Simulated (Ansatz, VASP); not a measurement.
# Cross-check of TaIn17W3O36 (Ta_In) between VASP and Ansatz

One calculation is typed for both programs; each brings its own data sets. How far apart do they land? The cell is taken from a series of runs on this material, whose earlier steps may have relaxed, scaled, displaced or heated it; both programs get it as it stands.

Main program and level: Ansatz 0.2.0; plane waves, with VASP 6.6.1 beside it; single point at PBEsol.

**1. Set-up**

The cell holds 57 atoms: 17 In, 1 Ta, 3 W and 36 O. Cell: a = 9.520 Å, b = 9.520 Å, c = 8.949 Å, α = 90.0°, β = 90.0°, γ = 120.0°. It derives from In6WO12 (In6WO12 (R-3)). Nearest the centre at fractional (0.633, 0.550, 0.689): Ta18 at 0.14 Å, O33 at 1.92 Å, O38 at 2.00 Å, O24 at 2.00 Å, O56 at 2.05 Å, O53 at 2.09 Å, O26 at 2.10 Å, O47 at 2.45 Å.

As a file:

```
In Ta W O
1.0
     9.51988    0.00000    0.00000
    -4.75994    8.24445    0.00000
     0.00000    0.00000    8.94942
In Ta W O
17 1 3 36
Cartesian
  -0.8861 3.4684 0.1994
  3.8906 0.6415 6.1799
  3.9400 6.1462 3.1050
  -1.3343 7.2681 0.2208
  8.2042 1.7765 3.1537
  2.2102 0.2591 3.2015
  2.2125 5.7616 0.2132
  6.9308 3.0876 6.1277
  0.8645 2.0693 5.7762
  0.8791 7.5559 2.7856
  5.5576 4.8381 8.8287
  -3.4166 6.4466 5.8038
  1.3441 3.7339 2.8251
  6.1237 1.0041 8.7174
  -2.2401 5.2066 2.8324
  2.5317 2.4429 8.8091
  2.5603 8.0199 5.7259
  3.2867 4.5021 6.1157
  0.0064 0.0154 8.9080
  0.0098 5.4865 5.9828
  4.7544 2.7110 3.0165
  -0.8315 3.7146 2.4817
  3.9067 0.9552 8.4028
  3.7933 6.3524 5.4247
  -1.1301 7.1153 2.4620
  3.5909 4.3631 8.2505
  8.3693 1.6849 5.3933
  1.9658 0.1919 5.4411
  2.0079 5.6615 2.4491
  6.7004 2.9964 8.3453
  0.8631 1.8080 3.5375
  0.8714 7.3211 0.5394
  5.3204 4.4755 6.4164
  -3.6358 6.6281 3.5994
  1.1380 3.8635 0.5638
  5.8851 1.1250 6.4872
  -2.0055 5.3238 0.5819
  2.8735 2.6279 6.4658
  2.8007 8.0774 3.5093
  -0.5660 3.9537 6.9921
  4.1098 1.2260 4.0421
  4.0609 6.7428 0.9875
  -1.6811 5.2589 4.9984
  3.1560 2.6825 1.9569
  3.1720 8.1826 7.8339
  -3.8678 6.8534 7.8752
  1.2877 4.1799 5.0074
  5.6673 1.4831 1.8933
  0.7860 1.4410 7.8600
  0.6936 6.9302 4.9370
  5.3118 4.3639 2.0310
  1.6006 0.1340 1.0662
  1.7768 5.5312 7.0065
  6.3802 2.9066 4.0066
  -0.9382 6.8029 7.0409
  3.8302 3.9946 4.2356
  8.5762 1.3542 1.0136
```

**2. Ansatz: single point, PBEsol**

Ansatz runs on its default PAW (the set named soft_2) files.

With cell and atoms fixed, the geometry can't cause a difference; cores, projectors, grids and the points listed under the comparison can.

input.yaml reads:

```yaml
crystal:
  checkpoint: "../q0_M2.relax.run"
  host: checkpoint
basis:
  ecutwfc: 420
  xc_grid: 2
hamiltonian:
  xc: pbesol
kpoints:
  mp_grid: { grid: [2, 2, 2], shift: [0.5, 0.5, 0.5] }
magnetization:
  spin_polarized: true
  initial_magnetization: 2
  spin_locking: { lock_magnetization: hard }
scf:
  occupations: { method: fermi_dirac, width: 0.01 }
  max_iter: 60
output:
  forces: true
  eigenvalues: true
  charged_corrections:
    epsilon: [5.58, 5.58, 5.24]
    static_epsilon: [50.41, 50.41, 19.21]
    defect_position: [0.633269, 0.549593, 0.689131]
  eigenstates: { localisation: true }
  populations: true
  efg: {}
  band_densities: [{ bands: [v1, v1] }, { bands: [c1, c1] }]
  write_density: true
  write_potential: true
  volumetric_format: npy
checkpoint:
  read: "../q0_M2.relax.run"
  write: "../q0_M2.point.run"
  compress: false
  write_wavefunctions: false
  write_every: 100000
```

The run is started by

```
$ ansatz run input.yaml --threads 4 --pin off --max-ram 7536MiB --backend cpu --events-out ev --progress --plain --runs-dir out
```

Numbers of over 12 decimals in the logs are rounded to 6 here.

The program printed:

```text
crystal.checkpoint: the structure is that of <dir>, a `relax` run, at its step 14: its result, under pbesol at a charge of 0 e; 57 atoms read, 0 with a starting moment; crystal.structure_sha256 for this input is
In, Ta, W: output.efg is read without spin–orbit coupling, which moves field gradients at and beside such atoms by some per cent and up to a factor of two; PAW files take it under magnetization.noncollinear and magnetization.spin_orbit
Engine: ansatz 0.2.0, aarch64-unknown-linux-gnu
Pseudopotentials: kind: paw
Pseudopotential: In, paw, valence charge 13, recommended cutoff 420 eV (normal), In.paw.azcp
Pseudopotential: Ta, paw, valence charge 13, recommended cutoff 420 eV (normal), Ta.paw.azcp
Pseudopotential: W, paw, valence charge 14, recommended cutoff 420 eV (normal), W.paw.azcp
Pseudopotential: O, paw, valence charge 6, recommended cutoff 420 eV (normal), O.paw.azcp
Functional definition: PBEsol
  exchange = pbesol_x
  correlation = pbesol_c
Crystal: 57 atoms, lattice volume = 702.406 Å³
Basis set: ecut = 420 eV, 13709 PW (Γ), exchange–correlation on 128×128×120 points (8 copies of the dense FFT grid, shifted against one another)
Bands: 304, of which v1, the nominal top of the filled ones, is band 246 counted from 1 (245 counted from 0)
Symmetry: 1 space group operations
Space group: P1 (ITA 1), of the structure as read, at distance tolerance 8.9e-5 Å
Magnetic group: BNS 1.1 (UNI 1), of the structure as read, at distance tolerance 8.9e-5 Å
k-points: 4 of 8 (time reversal used)
Non-local potential: In, projectors of the file, l = 0: 2, l = 1: 2, l = 2: 2, l = 3: 2
Non-local potential: Ta, projectors of the file, l = 0: 3, l = 1: 2, l = 2: 2, l = 3: 1
Non-local potential: W, projectors of the file, l = 0: 3, l = 1: 2, l = 2: 2, l = 3: 1
Non-local potential: O, projectors of the file, l = 0: 2, l = 1: 2, l = 2: 1
PAW form: soft (Blöchl's): semilocal exchange-correlation on the pseudo side does not see the compensation charge
PAW frozen core: In, regenerated for the run's functional, and the local potential with it (the file was generated under x = pbe(κ = 0.804, μ = 0.219515), c = pbe(β = 0.066725))
PAW frozen core: Ta, regenerated for the run's functional, and the local potential with it (the file was generated under x = pbe(κ = 0.804, μ = 0.219515), c = pbe(β = 0.066725))
PAW frozen core: W, regenerated for the run's functional, and the local potential with it (the file was generated under x = pbe(κ = 0.804, μ = 0.219515), c = pbe(β = 0.066725))
PAW frozen core: O, regenerated for the run's functional, and the local potential with it (the file was generated under x = pbe(κ = 0.804, μ = 0.219515), c = pbe(β = 0.066725))
PAW one-centre angular grid: In, 590 points (default); XC on 64 Gauss nodes
PAW one-centre angular grid: Ta, 590 points (default); XC on 64 Gauss nodes
PAW one-centre angular grid: W, 590 points (default); XC on 64 Gauss nodes
PAW one-centre angular grid: O, 110 points (default); XC on 64 Gauss nodes
Initial density: read from a saved state, or passed on in memory by an earlier SCF of this step, an earlier step, the calling program or the single point that the run made first
Starting moments: Σ|m| = 2 μB on 57 of 57 sites; this step starts from the density that it was given
Initial wavefunctions: pseudopotential atomic-orbital guess — the wavefunctions supplied were not used: k-point sampling differs
Functional: x = pbesol(κ = 0.804, μ = 0.123457), c = pbesol(β = 0.046)
iter 1 solved again at ethr=1.65e-5 eV; its pass at ethr=3.10e-3 eV (dr2=8.10e-2 eV) is discarded
SCF iter   1: F=—  HF=-154708.126640 eV  |F-HF|=—  |Δ(HF+E_count)|=         —  Δρ=3.00e-3 (↑3.00e-3 ↓3.96e-4)  dr2=7.81e-2  dr2_m=1.52e-2  M=2.000 μB ∫|m|=2.118 μB  β_m=0.30  ethr=1.65e-5  ⟨swp⟩=3.4  Hψ=14344  notcnv=0
preconditioner: auto → Resta (q_TF=auto, 2.571 Å⁻¹)  ε∞=5.1  [insulator: Δε(μ)=0.031 eV  Ē_g=14.900 eV  σ=0.010 eV  W_gap=0.65  n_scr=198 (ndim 8)  ℏωp=30.0 eV  f_vac=0.031  D(μ)=9.61/eV (n_scr^D=46)  ε∞_Penn≈5.1]
spin=Collinear: Resta preconditioning applied to the charge; magnetization (m = ρ↑ − ρ↓) channel mixes plain (no charge-response kernel on spin).
SCF iter   2: F=—  HF=-154708.121185 eV  |F-HF|=—  |Δ(HF+E_count)|=   5.45e-3  Δρ=1.89e-3 (↑1.89e-3 ↓4.47e-4)  dr2=2.10e-2  dr2_m=6.75e-3  M=2.000 μB ∫|m|=2.114 μB  β_m=0.46  ethr=1.59e-5  ⟨swp⟩=3.0  Hψ=2903  notcnv=0
SCF iter   3: F=—  HF=-154708.121822 eV  |F-HF|=—  |Δ(HF+E_count)|=   6.37e-4  Δρ=1.17e-3 (↑1.17e-3 ↓2.80e-4)  dr2=1.79e-2  dr2_m=2.43e-3  M=2.000 μB ∫|m|=2.108 μB  β_m=0.45  ethr=4.27e-6  ⟨swp⟩=2.5  Hψ=4906  notcnv=0
SCF iter   4: F=—  HF=-154708.121077 eV  |F-HF|=—  |Δ(HF+E_count)|=   7.45e-4  Δρ=3.02e-4 (↑3.02e-4 ↓1.55e-4)  dr2=9.55e-4  dr2_m=1.98e-4  M=2.000 μB ∫|m|=2.105 μB  β_m=0.50  ethr=3.64e-6  ⟨swp⟩=2.0  Hψ=3862  notcnv=0
[...]
k-point 2 ↑: bands = [... 242 lower, 8.9230, 8.9997, 9.0192, 11.7333, 11.9354, 11.9886, 12.2415, 12.3399, ... 54 higher]
  k-point 3 ↓: bands = [... 242 lower, 8.9643, 9.0107, 9.0529, 11.8601, 12.1569, 12.4046, 12.4448, 12.5061, ... 54 higher]
--- Löwdin populations: 57 sites ---
  site symbol       q [e]    m [muB]
     0     In     11.8688     0.0285
     1     In     11.8610     0.0202
     2     In     11.8729     0.0257
     3     In     11.8677     0.0276
     4     Ta     11.2287     0.0519
     5     In     11.8584     0.0179
     6     In     11.8609     0.0225
     7     In     11.8752     0.0277
     8     In     11.8717     0.0300
     9     In     11.8699     0.0233
    10     In     11.8660     0.0318
    11     In     11.8801     0.0297
    12     In     11.9026     0.0814
    13     In     11.8722     0.0228
    14     In     11.8654     0.0287
    15     In     11.8686     0.0257
    16     In     11.8664     0.0248
    17     In     11.8664     0.0185
    18      W     12.1769     0.2380
    19      W     12.2725     0.6541
    20      W     12.1767     0.1819
    21      O      6.7143     0.0125
    22      O      6.7095     0.0113
    23      O      6.6967     0.0101
[...]
49      O      6.6478    -0.0014
    50      O      6.6926     0.0049
    51      O      6.6689     0.0056
    52      O      6.6547     0.0087
    53      O      6.6523     0.0038
    54      O      6.6628     0.0294
    55      O      6.6557     0.0001
    56      O      6.6694     0.0061
  spilling = 0.003445 (of n_electrons = 492.000000)
--- Band densities, each state counted as filled ---
  window                                       electrons  max residual (eV)  cut levels
  bands: [v1, v1]                    1.000000 + 1.000000             1.5e-4           0
  bands: [c1, c1]                    1.000000 + 1.000000             1.6e-4           0
```

Reading the cycles: dr2 is the Hartree energy of the density residual (eV), the measure of convergence; HF is the Harris–Foulkes estimate of the energy, which meets the free energy F at convergence.

**3. VASP: single point, PBEsol**

The same cell, functional, mesh and smearing now go to VASP, with its own data sets.

Lines of VASP's logs that name or quote its potential files are left out, and so is its time.

INCAR reads:

```
SYSTEM = TaIn17W3O36
PREC = Accurate
ENCUT = 520
EDIFF = 1E-06
NELM = 200
ISMEAR = -1
SIGMA = 0.01
LREAL = Auto
ALGO = Normal
GGA = PS
NBANDS = 272
ISPIN = 2
MAGMOM = 0.01 0 0.01 0.01 0 0.01 0.01 0.01 0.01 0.01 0.01 0.02 0.01 0.01 0.01 0.01 0 0.02 0.12 0.31 0.09 0.01 0.01 0.01 0.01 0.01 0.01 0.02 0.01 0.01 0.01 0.01 0.02 0.02 0.01 0.01 0.01 0.01 0.01 -0 0.01 0.01 0 0 0.01 0.01 0.02 0.01 0.01 -0 0 0 0.01 0 0.02 0 0.01
LASPH = .TRUE.
LMAXMIX = 4
LORBIT = 11
LWAVE = .FALSE.
LCHARG = .FALSE.
ISIF = 2
ISYM = 0
NUPDOWN = 2
GGA_COMPAT = .FALSE.
KPAR = 4
```

POSCAR reads:

```
TaIn17W3O36
1.0
    9.5198765150      0.0000000000      0.0000000000
   -4.7599382575      8.2444549029      0.0000000460
    0.0000000000     -0.0000000499      8.9494161692
In Ta W O
17 1 3 36
Direct
    0.1172744114      0.4206996551      0.0222754158
    0.4475858018      0.0778156643      0.6905418216
    0.7866212765      0.7454956485      0.3469498180
    0.3006282469      0.8815797207      0.0246760760
    0.9695363998      0.2154733870      0.3523951680
    0.2478780237      0.0314224198      0.3577368673
    0.5818276423      0.6988454253      0.0238202859
    0.9152872899      0.3745089352      0.6847039503
    0.2163135811      0.2509971449      0.6454262073
    0.5505847947      0.9164856837      0.3112637263
    0.8771998963      0.5868309614      0.9865159723
    0.0320715118      0.7819316122      0.6485126583
    0.3676389369      0.4529018599      0.3156727670
    0.7041456216      0.1217871407      0.9740745768
    0.0804562948      0.6315299079      0.3164903816
    0.4140887932      0.2963028524      0.9843264565
    0.7553313324      0.9727681930      0.6398079778
    0.6182832995      0.5460727051      0.6833659409
    0.0016051845      0.0018718602      0.9953732771
    0.3337620439      0.6654751366      0.6685082989
    0.6638308761      0.3288258352      0.3370609548
    0.1379316818      0.4505608279      0.2773046407
    0.4683017002      0.1158560947      0.9389244103
    0.7837121020      0.7705061753      0.6061521783
    0.3128106314      0.8630461625      0.2751011945
    0.6418049120      0.5292106841      0.9219052621
    0.9813306152      0.2043725453      0.6026453430
    0.2181255643      0.0232725715      0.6079812722
    0.5542690992      0.6866995835      0.2736618688
    0.8855560566      0.3634483171      0.9324982392
    0.2003126282      0.2193007777      0.3952820909
    0.5355419087      0.8880047144      0.0602710019
    0.8302988489      0.5428453404      0.7169663005
    0.0200579188      0.8039410830      0.4021956116
    0.3538517740      0.4686160315      0.0629949615
    0.6864208341      0.1364605428      0.7248691870
    0.1122069239      0.6457422706      0.0650161921
    0.4612109505      0.3187450713      0.7224839152
    0.7840629930      0.9797361149      0.3921276624
    0.1803232318      0.4795592677      0.7812923518
    0.5060586014      0.1487018918      0.4516591710
    0.8355079253      0.8178644265      0.1103461190
    0.1423427688      0.6378702697      0.5585203402
    0.4942047403      0.3253751482      0.2186665730
    0.8294526108      0.9925009469      0.8753554603
    0.0093497348      0.8312740609      0.8799704440
    0.3887582714      0.5069915423      0.5595208976
    0.6852539310      0.1798875118      0.2115534606
    0.1699566870      0.1747890896      0.8782730084
    0.4931536135      0.8405837611      0.5516508300
    0.8226240357      0.5293114584      0.2269424142
    0.1762615037      0.0162538299      0.1191373548
    0.5220918128      0.6708977613      0.7828992829
    0.8464722896      0.3525517147      0.4476979084
    0.3140281721      0.8251515184      0.7867480796
    0.6446001373      0.4845208854      0.4732829168
    0.9829976217      0.1642510036      0.1132567096
```

KPOINTS reads:

```
Points of the shifted mesh
8
Reciprocal
 0.2500000000  0.2500000000  0.2500000000 1
 0.2500000000  0.2500000000  0.7500000000 1
 0.2500000000  0.7500000000  0.2500000000 1
 0.2500000000  0.7500000000  0.7500000000 1
 0.7500000000  0.2500000000  0.2500000000 1
 0.7500000000  0.2500000000  0.7500000000 1
 0.7500000000  0.7500000000  0.2500000000 1
 0.7500000000  0.7500000000  0.7500000000 1
```

PAW data sets: In_d, Ta_pv, W and O (PBE family, release 64).

The run is started by

```
$ mpirun -np 8 vasp_std
```

The program printed:

```text
[banner, memory and clock lines left out]
running    8 mpi-ranks, on    1 nodes
[...]
|                                                                             |
|           W    W    AA    RRRRR   N    N  II  N    N   GGGG   !!!           |
|           W    W   A  A   R    R  NN   N  II  NN   N  G    G  !!!           |
|           W    W  A    A  R    R  N N  N  II  N N  N  G       !!!           |
|           W WW W  AAAAAA  RRRRR   N  N N  II  N  N N  G  GGG   !            |
|           WW  WW  A    A  R   R   N   NN  II  N   NN  G    G                |
|           W    W  A    A  R    R  N    N  II  N    N   GGGG   !!!           |
|                                                                             |
|     For optimal performance we recommend to set                             |
|       NCORE = 2 up to number-of-cores-per-socket                            |
|     NCORE specifies how many cores store one orbital (NPAR=cpu/NCORE).      |
|     This setting can greatly improve the performance of VASP for DFT.       |
[...]
|                                                                             |
|     You enforced a specific xc type in the INCAR file but a different       |
|     [... a line on the potential file left out ...]
|     I HOPE YOU KNOW WHAT YOU ARE DOING!                                     |
|                                                                             |

 LDA part: xc-table for (Slater+PW92), standard interpolation
 POSCAR, INCAR and KPOINTS ok, starting setup
[...]
entering main loop
       N       E                     dE             d eps       ncg     rms          rms(c)
DAV:   1     0.852973938324E+04    0.85297E+04   -0.19362E+05  8704   0.233E+03
DAV:   2     0.189095808456E+04   -0.66388E+04   -0.64109E+04  8720   0.724E+02
DAV:   3    -0.123860145183E+03   -0.20148E+04   -0.18743E+04  9088   0.334E+02
DAV:   4    -0.451759316889E+03   -0.32790E+03   -0.32028E+03 11840   0.134E+02
[...]
DAV:  18    -0.393189974597E+03    0.11898E-04   -0.81009E-05 11456   0.300E-02    0.289E-02
DAV:  19    -0.393189972300E+03    0.22965E-05   -0.26815E-05 10752   0.164E-02    0.131E-02
DAV:  20    -0.393189971517E+03    0.78342E-06   -0.66382E-06  8400   0.955E-03
   1 F= -.39318997E+03 E0= -.39318802E+03  d E =-.390965E-02  mag=     2.0000
```

OUTCAR, selected parts (step 3):

```text
  FREE ENERGIE OF THE ION-ELECTRON SYSTEM (eV)
  ---------------------------------------------------
  free  energy   TOTEN  =      -393.1899715166 eV

  energy  without entropy=     -393.1860618617  energy(sigma->0) =     -393.18801669

 magnetization (x)
# of ion       s       p       d       tot
------------------------------------------
    1        0.017   0.002   0.001   0.019
    2        0.009   0.001   0.000   0.011
    3        0.014   0.002   0.001   0.017
    4        0.016   0.002   0.001   0.018
    5        0.010   0.001   0.001   0.011
    6        0.014   0.001   0.001   0.015
    7        0.016   0.002   0.001   0.019
    8        0.017   0.002   0.001   0.020
    9        0.013   0.002   0.000   0.015
   10        0.018   0.003   0.001   0.021
   11        0.017   0.002   0.001   0.019
   12        0.044   0.009   0.002   0.055
   13        0.013   0.002   0.001   0.016
[...]
--------------------------------------------------
tot          0.398   0.237   1.108   1.742
```

The data set W keeps the semicore shell frozen, which is cheaper and a little less accurate.

**4. Comparison**

Known differences besides the potentials themselves: VASP starts from the moments at which Ansatz ended; the data sets hold 492 valence electrons in Ansatz (on its default PAW (the set named soft_2) files) and 466 in VASP; the cutoff is 420 eV in Ansatz and 520 eV in VASP (PREC = Accurate, projectors in real space); Ansatz makes its cores anew for this functional, VASP keeps those of its PBE data sets; site moments are counted in spheres of each program's own size. Total energies have different zeros and are not compared.

The two programs side by side:

| quantity | Ansatz | VASP | difference |
| --- | --- | --- | --- |
| total moment, fixed by the input (μB) | 2.00 | 2.00 | 0.00 |
| moment on W20 (μB) | 0.31 | 0.65 | -0.35 |
| moment on W19 (μB) | 0.12 | 0.25 | -0.13 |
| moment on W21 (μB) | 0.09 | 0.19 | -0.10 |
| moment on In12 (μB) | 0.02 | 0.06 | -0.04 |

Forces on 9 of the 57 atoms, those with the largest forces and the largest differences (eV/Å; atoms numbered as in POSCAR):

| atom | Ansatz x, y, z | VASP x, y, z |
| --- | --- | --- |
| O40 | -0.023, 0.025, 0.067 | -0.079, -0.122, 0.158 |
| O41 | -0.013, 0.188, -0.123 | -0.081, 0.018, -0.014 |
| O42 | 0.086, 0.150, -0.060 | 0.037, 0.044, 0.006 |
| O43 | 0.144, -0.081, 0.074 | 0.021, -0.107, 0.010 |
| O48 | -0.033, 0.106, 0.073 | 0.077, -0.045, -0.048 |
| O51 | -0.027, -0.179, -0.003 | -0.001, -0.084, -0.052 |
| O52 | -0.101, 0.014, -0.143 | 0.040, 0.028, -0.054 |
| O54 | -0.059, 0.067, -0.063 | 0.113, 0.089, 0.029 |
| O56 | 0.068, -0.115, -0.124 | 0.025, -0.045, -0.099 |

The forces differ by 56 meV/Å r.m.s., which is 117.9 % of the r.m.s. force of 0.047 eV/Å (both taken over all components). The total moments and the pattern agree; the site moments differ because the programs count them in spheres of different size.

**5. What came out**

```yaml
r_m_s_force_difference_single_point_pbesol: 56 meV/Å
```

**Reading.** The r.m.s. force difference is 56 meV/Å (single point, PBEsol), beyond the 12 meV/Å picked in this series as the mark of a large difference. The data sets hold unlike numbers of valence electrons (492 in Ansatz and 466 in VASP), so part of the differences comes from the potentials. What causes the difference of the single point, PBEsol pair stays open here. Such differences can come from data sets, numerical settings and the points named under the comparisons, not from the functional's error against experiment.

[Lines on the potential files, build, host, timing and source positions are cut from VASP's logs without a mark.]

[Logs are printed without paths, hosts, clocks, repeated set-up lines and the standing remarks that a program may print on its own settings, such as how far it seeks lower states.]

[Hosts, paths, dates, database ids (printed as entryN), source tags and the programs' standing remarks are cut or masked in the printed files.]
